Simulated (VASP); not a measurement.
Here is a VASP 6.6.1 calculation.

Contents of INCAR:

```
PREC     = Accurate       # precision mode
ENCUT    = 520            # plane-wave cutoff, eV
EDIFF    = 1E-7           # SCF threshold, eV
ISMEAR   = 0              # smearing method
SIGMA    = 0.1            # smearing width, eV
LREAL    = False          # projectors in reciprocal space
LASPH    = True           # aspherical terms in the spheres
NELM     = 100            # most SCF steps
ALGO     = Fast           # electronic algorithm
ISIF     = 2              # what is computed and relaxed
LWAVE    = False          # write WAVECAR
LCHARG   = False          # write CHGCAR
GGA      = PE             # functional
NBANDS   = 24             # bands
```

KPOINTS

```
regular mesh
0
Gamma
  6 6 2
```

The input POSCAR:

```
Ba2W
1.0
    4.2171917600      0.0000000000      0.0000000000
   -2.1085958800      3.6521952000      0.0000000000
    0.0000000000      0.0000000000      9.2998372900
Ba W
2 1
Direct
    0.3333333300      0.6666666700      0.2962123700
    0.6666666700      0.3333333300      0.7037876300
    0.0000000000      0.0000000000      0.0000000000
```

Potentials or basis: VASP PAW PBE potentials, release 64 (Ba_sv, W_sv).

Launch:

```bash
$ cat potpaw_PBE.64/Ba_sv/POTCAR potpaw_PBE.64/W_sv/POTCAR > POTCAR
$ mpirun -np 1 vasp_std > vasp.out
```

Estimate the pressure.

-5.0 GPa.

What does it give for the largest force?

1.236 eV/Å.

Forces in eV/Å, atoms in the order of the input:
```
Ba   0.000  0.000 -1.236
Ba   0.000  0.000  1.236
W    0.000  0.000  0.000
```

Caveat: forces of over 1 eV/Å show positions far from the minimum, so gaps and moduli don't describe the material at rest. Spin-orbit coupling is left out, which matters for the levels of Ba, W.
